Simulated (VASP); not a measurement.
Here is a VASP 6.6.1 calculation.

The input INCAR:

```
SYSTEM = LaBi2ClO4
ALGO = Fast
EDIFF = 1E-6
ENCUT = 520
ISIF = 2
ISMEAR = 0
LASPH = .True.
LCHARG = .False.
LREAL = .False.
LWAVE = .False.
NBANDS = 46
NELM = 100
PREC = Accurate
SIGMA = 0.02
```

The input KPOINTS:

```
k-points
0
Gamma
  8 8 4
  0 0 0
```

Contents of POSCAR:

```
LaBi2ClO4
1.0
    3.8981460239      0.0000000000      0.0000000000
    0.0000000000      3.8981460239      0.0000000000
    0.0000000000      0.0000000000      8.8720944393
La Bi Cl O
1 2 1 4
Direct
    0.0000000000      0.0000000000      0.0000000000
    0.5000000000      0.5000000000      0.2891266248
    0.5000000000      0.5000000000      0.7108733752
    0.0000000000      0.0000000000      0.5000000000
    0.0000000000      0.5000000000      0.1683285939
    0.0000000000      0.5000000000      0.8316714061
    0.5000000000      0.0000000000      0.1683285939
    0.5000000000      0.0000000000      0.8316714061
```

Potentials or basis: VASP PAW LDA potentials, release 64 (La, Bi_d, Cl, O).

Command:

```console
$ cat potpaw_LDA.64/La/POTCAR potpaw_LDA.64/Bi_d/POTCAR potpaw_LDA.64/Cl/POTCAR potpaw_LDA.64/O/POTCAR > POTCAR
$ mpirun -np 1 vasp_std > vasp.out
```

Problem. Estimate the band gap on the k mesh.

Solution. 1.11 eV, indirect (least direct gap 1.50 eV).

Problem. What does it give for the pressure?

Solution. 0.2 GPa.

Forces on the atoms (eV/Å):
```
La   0.000  0.000  0.000
Bi   0.000  0.000  0.096
Bi   0.000  0.000 -0.096
Cl   0.000  0.000  0.000
O    0.000  0.000 -0.039
O    0.000  0.000  0.039
O    0.000  0.000 -0.039
O    0.000  0.000  0.039
```

Caveat: spin-orbit coupling is left out, which as a rule narrows the gap of such compounds by several tenths of an eV. A k mesh can miss the band edges.
